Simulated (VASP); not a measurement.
```
Pt
1.0
    0.00000     1.99384     1.99384
    1.99384     0.00000     1.99384
    1.99384     1.99384     0.00000
Pt
1
Direct
  0.00000   0.00000   0.00000
```

The numbers are results of rev-vdW-DF2, VASP's PBE PAW potentials (set 64) (plane waves; VASP 6.6.1), not measurements. Run with 520 eV cut-off, 16×16×16 Γ-centred mesh, first-order Methfessel-Paxton smearing of 0.10 eV, potentials Pt.

### Question
Give the stress tensor in GPa (positive for a compressed cell).

### Answer

```
-7.24   0.00   0.00
 0.00  -7.24   0.00
 0.00   0.00  -7.24
```
The pressure is its mean diagonal, -7.24 GPa.

The compound is Pt in the fcc structure. This cell is one point of a volume scan, at 1.03 of the reference volume.
